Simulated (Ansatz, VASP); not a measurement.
# Al2O3 (Corundum): VASP beside Ansatz, part 2 of 2

One calculation is typed for both programs; each brings its own data sets. How far apart do they land? The cell is taken from a series of runs on this material, whose earlier steps may have relaxed, scaled, displaced or heated it; both programs get it as it stands.

VASP 6.6.1 and Ansatz 0.2.0.

So far: The starting structure; Ansatz: single point, HSE06 with D3(BJ); VASP: single point, HSE06 with D3(BJ).

### 3. VASP: single point, HSE06 with D3(BJ) (continued)

Level of this step: HSE06 with D3(BJ); plane waves and PAW (Al, O) (VASP).

Numbers of over 12 decimals in the logs are rounded to 6 here.

From OUTCAR (step 3):

```text
ion  position               nearest neighbor table
   1  0.352  0.352  0.352-  10 1.88   9 1.88   8 1.88   5 2.00   7 2.00   6 2.00   2 2.69   3 2.83
                             3 2.83   3 2.83   2 3.26   2 3.26   2 3.26
   2  0.148  0.148  0.148-   9 1.88  10 1.88   8 1.88   5 2.00   6 2.00   7 2.00   1 2.69   4 2.83
                             4 2.83   4 2.83   1 3.26   1 3.26   1 3.26
   3  0.648  0.648  0.648-   7 1.88   6 1.88   5 1.88   8 2.00  10 2.00   9 2.00   4 2.69   1 2.83
                             1 2.83   1 2.83   4 3.26   4 3.26   4 3.26
   4  0.852  0.852  0.852-   6 1.88   7 1.88   5 1.88   8 2.00   9 2.00  10 2.00   3 2.69   2 2.83
                             2 2.83   2 2.83   3 3.26   3 3.26   3 3.26
   5  0.556  0.944  0.250-   3 1.88   4 1.88   1 2.00   2 2.00
   6  0.250  0.556  0.944-   4 1.88   3 1.88   2 2.00   1 2.00
   7  0.944  0.250  0.556-   3 1.88   4 1.88   1 2.00   2 2.00
   8  0.444  0.056  0.750-   1 1.88   2 1.88   3 2.00   4 2.00
   9  0.750  0.444  0.056-   2 1.88   1 1.88   4 2.00   3 2.00
  10  0.056  0.750  0.444-   1 1.88   2 1.88   3 2.00   4 2.00

  LATTYP: Found a trigonal (rhomboedric) cell.
 ALAT       =     5.1977337622
 COS(alpha) =     0.5694707703

 Subroutine GETGRP returns: Found 12 space group operations
 (whereof  6 operations were pure point group operations)

The static configuration has the point symmetry S_6 .
 The point group associated with its full space group is D_3d.

 Found      6 irreducible k-points:

   k-points           NKPTS =      6   k-points in BZ     NKDIM =     27   number of bands    NBANDS=     34

   dimension x,y,z NGX =    40 NGY =   40 NGZ =   40
   dimension x,y,z NGXF=    80 NGYF=   80 NGZF=   80

   ENCUT  =  520.0 eV  38.22 Ry    6.18 a.u.   9.66  9.66  9.66*2*pi/ulx,y,z

   NELECT =      48.0000    total number of electrons

 k-points in reciprocal lattice and weights: Automatic mesh
   0.00000000  0.00000000  0.00000000       0.037
   0.33333333  0.00000000  0.00000000       0.222
   0.33333333  0.33333333  0.00000000       0.222
  -0.33333333  0.33333333  0.00000000       0.222
   0.33333333  0.33333333  0.33333333       0.074
  -0.33333333  0.33333333  0.33333333       0.222

  exchange ACFDT corr.  =         0.00000000  see jH, gK, PRB 81, 115126

 average (electrostatic) potential at core
       1 -68.2203       2 -68.2203       3 -68.2203       4 -68.2203       5 -61.3374
       6 -61.3374       7 -61.3374       8 -61.3374       9 -61.3374      10 -61.3374

 E-fermi :   4.4996

 k-point     1 :       0.0000    0.0000    0.0000
  band No.  band energies     occupation
    ...
     20       3.8873      2.00000
     21       3.8873      2.00000
     22       4.3895      2.00000
     23       4.3895      2.00000
     24       4.4244      2.00000
     25      11.9726      0.00000
     26      15.1276      0.00000
     27      16.7158      0.00000
     28      17.6179      0.00000
     29      17.6179      0.00000
    ...

 k-point     2 :       0.3333    0.0000    0.0000
  band No.  band energies     occupation
    ...
     20       3.0708      2.00000
     21       3.5457      2.00000
     22       3.8440      2.00000
     23       4.1854      2.00000
     24       4.2324      2.00000
     25      14.0188      0.00000
     26      15.7812      0.00000
     27      16.1763      0.00000
     28      16.5485      0.00000
     29      17.0013      0.00000
    ...

 k-point     3 :       0.3333    0.3333    0.0000
  band No.  band energies     occupation
    ...
     20       3.0904      2.00000
     21       3.4061      2.00000
     22       3.7097      2.00000
     23       4.0468      2.00000
     24       4.0731      2.00000
     25      14.4053      0.00000
     26      16.0265      0.00000
     27      16.2989      0.00000
     28      16.9039      0.00000
     29      17.0471      0.00000
    ...

 Edisp (eV)   -2.51961

  Total      -8.39535    -8.39535    -7.97707     0.00000     0.00000    -0.00000
  in kB    -152.12655  -152.12655  -144.54727     0.00000     0.00000    -0.00000
  external pressure =     -149.60 kB  Pullay stress =        0.00 kB

  energy-cutoff  :      520.00
  volume of cell :       88.42
      direct lattice vectors                 reciprocal lattice vectors
     2.411572671  1.392322131  4.388871449     0.207333582  0.119704099  0.075949669
    -2.411572671  1.392322131  4.388871449    -0.207333582  0.119704099  0.075949669
     0.000000000 -2.784644261  4.388871449     0.000000000 -0.239408199  0.075949669

 POSITION                                       TOTAL-FORCE (eV/Angst)
 -----------------------------------------------------------------------------------
      0.00000     -0.00000      4.63517         0.000000      0.000000     -0.012036
      0.00000     -0.00000      1.94813         0.000000     -0.000000      0.012036
      0.00000     -0.00000      8.53144         0.000000     -0.000000      0.012036
      0.00000     -0.00000     11.21848         0.000000      0.000000     -0.012036
     -0.93613      1.39232      7.68053        -0.015278     -0.000000      0.000000
     -0.73772     -1.50688      7.68053         0.007639     -0.013231      0.000000
      1.67385      0.11455      7.68053         0.007639      0.013231      0.000000
      0.93613     -1.39232      5.48609         0.015278     -0.000000      0.000000
      0.73772      1.50688      5.48609        -0.007639      0.013231     -0.000000
     -1.67385     -0.11455      5.48609        -0.007639     -0.013231      0.000000
 -----------------------------------------------------------------------------------
    total drift:                               -0.000000      0.000000      0.000000

  FREE ENERGIE OF THE ION-ELECTRON SYSTEM (eV)
  ---------------------------------------------------
  free  energy   TOTEN  =       -92.6642214447 eV

  energy  without entropy=      -92.6642214447  energy(sigma->0) =      -92.66422144

 total charge
# of ion       s       p       d       tot
------------------------------------------
    1        0.340   0.387   0.000   0.728
    2        0.340   0.387   0.000   0.728
    3        0.340   0.387   0.000   0.728
    4        0.340   0.387   0.000   0.728
    5        1.551   3.643   0.000   5.193
    6        1.551   3.643   0.000   5.193
    7        1.551   3.643   0.000   5.193
    8        1.551   3.643   0.000   5.193
    9        1.551   3.643   0.000   5.193
   10        1.551   3.643   0.000   5.193
--------------------------------------------------
tot         10.665  23.405   0.000  34.070

[... 3 further parts left out ...]
```

The run ends at a pressure of -14.96 GPa, with forces up to 0.015 eV/Å.

### 4. Differences

Known differences besides the potentials themselves: exact exchange at q = 0 is treated differently, which shows on coarse meshes; VASP keeps PBE cores, Ansatz makes them for the functional; fixed occupations in Ansatz, narrow Gaussian smearing in VASP; the cutoff is 650 eV in Ansatz and 520 eV in VASP; VASP takes a coarser grid for exact exchange (PRECFOCK = Fast). Total energies have different zeros and are not compared.

Both answers:

| quantity | Ansatz | VASP | difference |
| --- | --- | --- | --- |
| gap on the k mesh (eV) | 7.574 | 7.548 | +0.026 |

A gap on the mesh is an upper bound, since the band edges may lie between its points.

### 5. Outcome

```json
{
  "difference in gap on the k mesh (single point, HSE06 with D3(BJ))": "0.026 eV"
}
```

The difference in gap on the k mesh is 0.026 eV (single point, HSE06 with D3(BJ)), within the 0.08 eV picked in this series as the mark of a large difference. Such differences can come from data sets, numerical settings and the points named under the comparisons, not from the functional's error against experiment.

[Lines on the potential files, build, host, timing and source positions are cut from VASP's logs without a mark.]

[Logs are printed without paths, hosts, clocks, repeated set-up lines and the standing remarks that a program may print on its own settings, such as how far it seeks lower states.]

[Hosts, paths, dates, database ids (printed as entryN), source tags and the programs' standing remarks are cut or masked in the printed files.]
